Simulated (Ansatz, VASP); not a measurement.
**AlN in two plane-wave programs**

Aim: how closely do two programs agree when they are given the same cell, functional and k mesh? The cell is taken from a series of runs on this material, whose earlier steps may have relaxed, scaled, displaced or heated it; both programs get it as it stands.

Program: Ansatz 0.2.0. Level of theory: plane waves, with VASP 6.6.1 beside it; single point at PBE. Results are calculated unless marked as measured.

**1. The starting structure**

It takes space group P6_3mc (No. 186, hexagonal). The conventional cell has a = 3.113 Å, b = 3.113 Å, c = 4.981 Å, α = 90.00°, β = 90.00°, γ = 120.00°. Nearest to N lie 4 Al at 1.89 Å. Nearest to Al lie 4 N at 1.89 Å. Farther neighbours and most contacts between anions are not listed.

**2. VASP: single point, PBE**

With cell and atoms fixed, the geometry can't cause a difference; cores, projectors, grids and the points listed under the comparison can.

Lines of VASP's logs that name or quote its potential files are left out, and so is its time.

Contents of INCAR:

```
SYSTEM = AlN
PREC = Accurate
ENCUT = 600
EDIFF = 1E-06
NELM = 120
ISMEAR = 0
SIGMA = 0.1
LREAL = .FALSE.
ALGO = Normal
GGA = PE
NBANDS = 14
LORBIT = 11
LWAVE = .FALSE.
LCHARG = .FALSE.
ISIF = 2
LASPH = .TRUE.
GGA_COMPAT = .FALSE.
EFERMI = MIDGAP
```

Contents of POSCAR:

```
AlN
1.0
    3.1130000000      0.0000000000      0.0000000000
   -1.5565000000      2.6959370820      0.0000000000
    0.0000000000      0.0000000000      4.9810000000
N Al
2 2
Direct
    0.3333333300      0.6666666700      0.3800000000
    0.6666666700      0.3333333300      0.8800000000
    0.3333333300      0.6666666700      0.0000000000
    0.6666666700      0.3333333300      0.5000000000
```

Contents of KPOINTS:

```
Automatic mesh
0
Gamma
6 6 4
0 0 0
```

PAW data sets: N and Al (PBE family, release 64).

Command:

```console
> mpirun -np 1 vasp_std
```

Numbers of over 12 decimals in the logs are rounded to 6 here.

What it wrote:

```text
[banner, memory and clock lines left out]
running    1 mpi-ranks, on    1 nodes
 distrk:  each k-point on    1 cores,    1 groups
 distr:  one band on    1 cores,    1 groups

 POSCAR found type information on POSCAR N Al
 POSCAR found :  2 types and       4 ions
 LDA part: xc-table for (Slater+PW92), standard interpolation
 POSCAR, INCAR and KPOINTS ok, starting setup
 FFT: planning ... GRIDC
 FFT: planning ... GRID_SOFT
 FFT: planning ... GRID
 WAVECAR not read
 entering main loop
       N       E                     dE             d eps       ncg     rms          rms(c)
DAV:   1     0.532098072837E+02    0.53210E+02   -0.82448E+03   588   0.116E+03
DAV:   2    -0.300564241622E+02   -0.83266E+02   -0.75398E+02   782   0.226E+02
DAV:   3    -0.344895079642E+02   -0.44331E+01   -0.44171E+01   786   0.585E+01
DAV:   4    -0.345213770236E+02   -0.31869E-01   -0.31864E-01   678   0.522E+00
DAV:   5    -0.345217710674E+02   -0.39404E-03   -0.39401E-03   792   0.584E-01    0.122E+01
DAV:   6    -0.297546753209E+02    0.47671E+01   -0.13107E+01   738   0.284E+01    0.418E+00
DAV:   7    -0.297849802130E+02   -0.30305E-01   -0.78043E-01   654   0.661E+00    0.291E+00
DAV:   8    -0.297779806972E+02    0.69995E-02   -0.72595E-02   642   0.278E+00    0.531E-01
DAV:   9    -0.297724781040E+02    0.55026E-02   -0.17475E-02   768   0.986E-01    0.246E-01
DAV:  10    -0.297731700655E+02   -0.69196E-03   -0.33137E-03   684   0.393E-01    0.149E-01
DAV:  11    -0.297730149998E+02    0.15507E-03   -0.42762E-04   738   0.162E-01    0.345E-02
DAV:  12    -0.297730186120E+02   -0.36122E-05   -0.17083E-05   732   0.373E-02    0.924E-03
DAV:  13    -0.297730182159E+02    0.39608E-06   -0.10488E-05   768   0.262E-02    0.616E-03
DAV:  14    -0.297730181540E+02    0.61967E-07   -0.57927E-07   432   0.684E-03
   1 F= -.29773018E+02 E0= -.29773018E+02  d E =0.000000E+00
```

From OUTCAR (step 2):

```text
ion  position               nearest neighbor table
   1  0.333  0.667  0.380-   3 1.89   4 1.89   4 1.89   4 1.89
   2  0.667  0.333  0.880-   4 1.89   3 1.89   3 1.89   3 1.89
   3  0.333  0.667  0.000-   1 1.89   2 1.89   2 1.89   2 1.89   4 3.07   4 3.07   4 3.07   4 3.07
                             4 3.07   4 3.07
   4  0.667  0.333  0.500-   2 1.89   1 1.89   1 1.89   1 1.89   3 3.07   3 3.07   3 3.07   3 3.07
                             3 3.07   3 3.07

  LATTYP: Found a hexagonal cell.
 ALAT       =     3.1130000000
 C/A-ratio  =     1.6000642467

 Subroutine GETGRP returns: Found 12 space group operations
 (whereof  6 operations were pure point group operations)

The static configuration has the point symmetry C_3v.
 The point group associated with its full space group is C_6v.

 Found     21 irreducible k-points:

   k-points           NKPTS =     21   k-points in BZ     NKDIM =     21   number of bands    NBANDS=     14

   dimension x,y,z NGX =    28 NGY =   28 NGZ =   40
   dimension x,y,z NGXF=    56 NGYF=   56 NGZF=   80

   ENCUT  =  600.0 eV  44.10 Ry    6.64 a.u.   6.22  6.22  9.95*2*pi/ulx,y,z

   NELECT =      16.0000    total number of electrons

 k-points in reciprocal lattice and weights: Automatic mesh
   0.00000000  0.00000000  0.00000000       0.007
   0.16666667  0.00000000  0.00000000       0.042
   0.33333333  0.00000000  0.00000000       0.042
   0.50000000  0.00000000  0.00000000       0.021
   0.16666667  0.16666667  0.00000000       0.042
   0.33333333  0.16666667  0.00000000       0.083
   0.33333333  0.33333333  0.00000000       0.014
   0.00000000  0.00000000  0.25000000       0.014
   0.16666667  0.00000000  0.25000000       0.083
[...]
0.33333333  0.16666667  0.50000000       0.083
   0.33333333  0.33333333  0.50000000       0.014

 average (electrostatic) potential at core
       1 -59.9359       2 -59.9359       3 -71.6756       4 -71.6756

 E-fermi :   8.2339

 k-point     1 :       0.0000    0.0000    0.0000
  band No.  band energies     occupation
    ...
      4       5.2905      2.00000
      5       5.2905      2.00000
      6       5.9427      2.00000
      7       5.9427      2.00000
      8       6.1222      2.00000
      9      10.3456      0.00000
     10      12.7859      0.00000
     11      16.7371      0.00000
     12      17.2869      0.00000
     13      17.2869      0.00000
    ...

 k-point     2 :       0.1667    0.0000    0.0000
  band No.  band energies     occupation
    ...
      4       3.8712      2.00000
      5       4.6534      2.00000
      6       4.8982      2.00000
      7       5.8631      2.00000
      8       5.9511      2.00000
      9      11.6244      0.00000
     10      13.8463      0.00000
     11      15.3141      0.00000
     12      15.9134      0.00000
     13      18.2254      0.00000
    ...

 k-point     3 :       0.3333    0.0000    0.0000
  band No.  band energies     occupation
    ...
      4       1.7171      2.00000
      5       2.8319      2.00000
      6       4.3081      2.00000
      7       5.2561      2.00000
      8       5.6042      2.00000
      9      12.3706      0.00000
     10      12.8404      0.00000
     11      14.0960      0.00000
     12      16.4596      0.00000
     13      17.5069      0.00000
    ...

  Total        0.7284503      0.7284503      1.1531736      0.0000000     -0.0000000      0.0000000
  in kB       27.9193378     27.9193378     44.1977203      0.0000000     -0.0000000      0.0000000
  external PRESSURE =      33.3454653 kB  Pullay stress =       0.0000000 kB

  energy-cutoff  :      600.00
  volume of cell :       41.80
      direct lattice vectors                 reciprocal lattice vectors
     3.113000000  0.000000000  0.000000000     0.321233537  0.185464269  0.000000000
    -1.556500000  2.695937082  0.000000000     0.000000000  0.370928538  0.000000000
     0.000000000  0.000000000  4.981000000     0.000000000  0.000000000  0.200762899

 POSITION                                       TOTAL-FORCE (eV/Angst)
 -----------------------------------------------------------------------------------
     -0.00000      1.79729      1.89278        -0.000000      0.000000      0.130076
      1.55650      0.89865      4.38328         0.000000     -0.000000      0.130076
     -0.00000      1.79729      0.00000        -0.000000      0.000000     -0.130076
      1.55650      0.89865      2.49050         0.000000     -0.000000     -0.130076
 -----------------------------------------------------------------------------------
    total drift:                                0.000002     -0.000001      0.000323

  FREE ENERGIE OF THE ION-ELECTRON SYSTEM (eV)
  ---------------------------------------------------
  free  energy   TOTEN  =       -29.7730181540 eV

  energy  without entropy=      -29.7730181540  energy(sigma->0) =      -29.77301815

 total charge
# of ion       s       p       d       tot
------------------------------------------
    1        1.220   2.632   0.000   3.852
    2        1.220   2.632   0.000   3.852
    3        0.368   0.440   0.000   0.809
    4        0.368   0.440   0.000   0.809
--------------------------------------------------
tot          3.177   6.145   0.000   9.322

[... 3 further parts left out ...]
```

The run ends at a pressure of 3.33 GPa, with forces up to 0.13 eV/Å.

**3. Ansatz: single point, PBE**

Ansatz runs on its PAW soft_1 files.

The same cell, functional, mesh and smearing now go to Ansatz, which takes its cutoff from its data sets.

Contents of input.yaml:

```yaml
crystal:
  lattice:
    - [3.113, 0.0, 0.0]
    - [-1.5565, 2.695937082, 0.0]
    - [0.0, 0.0, 4.981]
  atoms:
    - { symbol: "N", position: [0.33333333, 0.66666667, 0.38] }
    - { symbol: "N", position: [0.66666667, 0.33333333, 0.88] }
    - { symbol: Al, position: [0.33333333, 0.66666667, 0.0] }
    - { symbol: Al, position: [0.66666667, 0.33333333, 0.5] }
kpoints:
  mp_grid: { grid: [6, 6, 4] }
hamiltonian:
  xc: pbe
  pseudopotentials: { kind: paw, azcp: { folder: soft_1 } }
scf:
  occupations: { method: gaussian, width: 0.1 }
output:
  forces: true
  stress: true
  eigenvalues: true
```

Command:

```console
> ansatz run input.yaml --threads 4 --pin off --max-ram 16384MiB --backend cpu --events-out ev --progress --plain --runs-dir out
```

What it wrote:

```text
Engine: ansatz 0.2.0, aarch64-unknown-linux-gnu
Pseudopotentials: kind: paw
Pseudopotential: N, paw, valence charge 5, recommended cutoff 420 eV (normal), soft_1/N.paw.azcp
Pseudopotential: Al, paw, valence charge 3, recommended cutoff 420 eV (normal), soft_1/Al.paw.azcp
Functional definition: PBE
  parameter kappa = 0.804
  parameter beta = 0.066725
  exchange = pbe_x(kappa = kappa, mu = beta*pi^2/3)
  correlation = pbe_c(beta = beta)
Crystal: 4 atoms, lattice volume = 41.803 Å³
Basis set: ecut = 420 eV, 809 PW (Γ), exchange–correlation on 48×48×72 points (8 copies of the dense FFT grid, shifted against one another)
Bands: 12, of which v1, the nominal top of the filled ones, is band 8 counted from 1 (7 counted from 0)
Symmetry: 12 space group operations
Space group: P63mc (ITA 186), of the structure as read, at distance tolerance 3.5e-5 Å
k-points: 21 of 144 (time reversal used)
Non-local potential: N, projectors of the file, l = 0: 2, l = 1: 2, l = 2: 1
Non-local potential: Al, projectors of the file, l = 0: 2, l = 1: 2, l = 2: 1
PAW form: soft (Blöchl's): semilocal exchange-correlation on the pseudo side does not see the compensation charge
PAW one-centre angular grid: N, 110 points (default); XC on 64 Gauss nodes
PAW one-centre angular grid: Al, 110 points (default); XC on 64 Gauss nodes
Initial density: superposition of atomic densities (chi_scale 0.1, normalization cell, long waves kept (reshape's long-wave potential 0.00 eV rms))
Initial wavefunctions: pseudopotential atomic-orbital guess
Functional: x = pbe(κ = 0.804, μ = 0.219515), c = pbe(β = 0.066725)
SCF iter   1: F=—  HF=-1851.407365 eV  |F-HF|=—  |Δ(HF+E_count)|=         —  Δρ=1.39e-1  dr2=9.83e0  ethr=3.10e-3  ⟨swp⟩=5.0  Hψ=1500  notcnv=0
preconditioner: auto → none  [insulator: Δε(μ)=5.473 eV  Ē_g=14.253 eV  σ=0.100 eV  W_gap=1.00  n_scr=2 (ndim 8)  ℏωp=23.0 eV  f_vac=0.000  D(μ)=0.00/eV (n_scr^D=0)  ε∞_Penn≈3.6]
SCF iter   2: F=—  HF=-1848.596296 eV  |F-HF|=—  |Δ(HF+E_count)|=    2.81e0  Δρ=3.60e-2  dr2=3.97e-1  ethr=3.10e-3  ⟨swp⟩=2.9  Hψ=733  notcnv=0
SCF iter   3: F=—  HF=-1848.513767 eV  |F-HF|=—  |Δ(HF+E_count)|=   8.25e-2  Δρ=1.40e-2  dr2=4.81e-2  ethr=2.48e-3  ⟨swp⟩=1.0  Hψ=284  notcnv=0
SCF iter   4: F=—  HF=-1848.508191 eV  |F-HF|=—  |Δ(HF+E_count)|=   5.58e-3  Δρ=5.29e-4  dr2=5.76e-5  ethr=3.01e-4  ⟨swp⟩=1.1  Hψ=254  notcnv=0
SCF iter   5: F=—  HF=-1848.508224 eV  |F-HF|=—  |Δ(HF+E_count)|=   3.34e-5  Δρ=7.19e-5  dr2=7.12e-7  ethr=3.60e-7  ⟨swp⟩=2.0  Hψ=418  notcnv=0
SCF iter   6: F=-1848.508225 eV  HF=-1848.508225 eV  |F-HF|=2.25e-8  |Δ(HF+E_count)|=   5.89e-7  Δρ=8.68e-6  dr2=2.71e-8  ethr=6.25e-10  ⟨swp⟩=5.7  Hψ=1436  notcnv=0
SCF 1 converged in 6 iterations: F = -1848.508225 eV  dr2 = 2.71e-8
  greatest PAW one-centre occupation: 0.789 electrons in one spin orbital (limit 2), on the N atom at site 1 (counted from 0), in its partial waves of l = 0
SCF converged after 6 iterations
Free energy (F): -1848.508225 eV
Harris-Foulkes:  -1848.508225 eV  (|F-HF|=2.25e-8)
Internal energy: -1848.508225 eV  (E = F + TS)
E sigma→0 (E₀):  -1848.508225 eV
Fermi energy:    9.219254 eV
--- Per-component energies (eV) ---
  E_band       = 30.290136
  E_kinetic    = 313.413429
  E_local      = -420.955634  (includes V_loc(G=0)·N_el)
  E_nonlocal   = 89.109007
  E_hartree    = 155.487564
  E_xc         = -198.151384
  E_vxc        = -214.039905  (∫ρ·V_xc dr)
  E_paw        = -1195.749718  (= ΣΔE_a)
  E_vpaw       = -48.209981  (= ΣTr[D̂ρ^β])
  E_aug_tail   = 0.001782  (compensation charges beyond the density's cutoff)
  E_ewald      = -591.663270
  E_smearing   = -0.000000  (= −TS)
  E_closure    = 0.000000  (closes the sum)
  Σ components = -1848.508225   (vs F -1848.508225, Δ=0.00e0)
--- Forces (eV/Å), atoms counted from 1 ---
  atom   1  N     -0.00000000     0.00000000     0.13043626
  atom   2  N     -0.00000000    -0.00000000     0.13043626
  atom   3  Al     0.00000000    -0.00000000    -0.13044443
  atom   4  Al     0.00000000     0.00000000    -0.13044443
  max |Σ_I F_I| component: 1.63e-5 eV/Å
--- Stress (GPa, compression-positive) ---
        3.103991       0.000000      -0.000000
        0.000000       3.103991       0.000000
       -0.000000       0.000000       4.682053
  P = ⅓ Tr σ = 3.6300 GPa (36.300 kbar)
--- Band table (eV; the first three rows and the last of 21) ---
  k-point 0: bands = [... 4 lower, 6.2846, 6.9330, 6.9330, 7.1126, 11.3259, 13.7813, 17.7272, 18.2822]
  k-point 1: bands = [... 4 lower, 6.3748, 6.3748, 6.8332, 6.8332, 12.2816, 13.8987, 17.3977, 18.2493]
  k-point 2: bands = [... 4 lower, 6.5992, 6.5992, 6.5992, 6.5992, 13.5800, 13.5800, 17.4645, 17.4645]
  k-point 20: bands = [... 4 lower, 3.2960, 3.2960, 6.3358, 6.3358, 14.5445, 14.5445, 14.9799, 14.9799]
```

The column dr2 measures how far the density is from self-consistency, as an energy; F and HF (Harris–Foulkes) agree once it is small.

The run ends at a pressure of 3.63 GPa, with forces up to 0.13 eV/Å.

**4. Comparison**

Known differences besides the potentials themselves: the cutoff is 420 eV in Ansatz and 600 eV in VASP. Total energies have different zeros and are not compared.

Both answers:

```csv
quantity,Ansatz,VASP,difference
pressure (GPa),3.63,3.33,+0.30
gap on the k mesh (eV),4.213,4.223,-0.010
```

Forces (eV/Å; atoms numbered as in POSCAR):

```csv
atom,"Ansatz x, y, z","VASP x, y, z"
N1,"0.000, 0.000, 0.130","0.000, 0.000, 0.130"
N2,"0.000, 0.000, 0.130","0.000, 0.000, 0.130"
Al3,"0.000, 0.000, -0.130","0.000, 0.000, -0.130"
Al4,"0.000, 0.000, -0.130","0.000, 0.000, -0.130"
```

The forces differ by 0.2 meV/Å r.m.s., which is 0.3 % of the r.m.s. force of 0.075 eV/Å (both taken over all components). A gap on the mesh is an upper bound, since the band edges may lie between its points.

**5. Results**

```
r.m.s. force difference (single point, PBE) : 0.21 meV/Å
```

What this shows: The r.m.s. force difference is 0.21 meV/Å (single point, PBE), within the 12 meV/Å picked in this series as the mark of a large difference. Such differences can come from data sets, numerical settings and the points named under the comparisons, not from the functional's error against experiment.

[Lines on the potential files, build, host, timing and source positions are cut from VASP's logs without a mark.]

[Logs are printed without paths, hosts, clocks, repeated set-up lines and the standing remarks that a program may print on its own settings, such as how far it seeks lower states.]

[Hosts, paths, dates, database ids (printed as entryN), source tags and the programs' standing remarks are cut or masked in the printed files.]
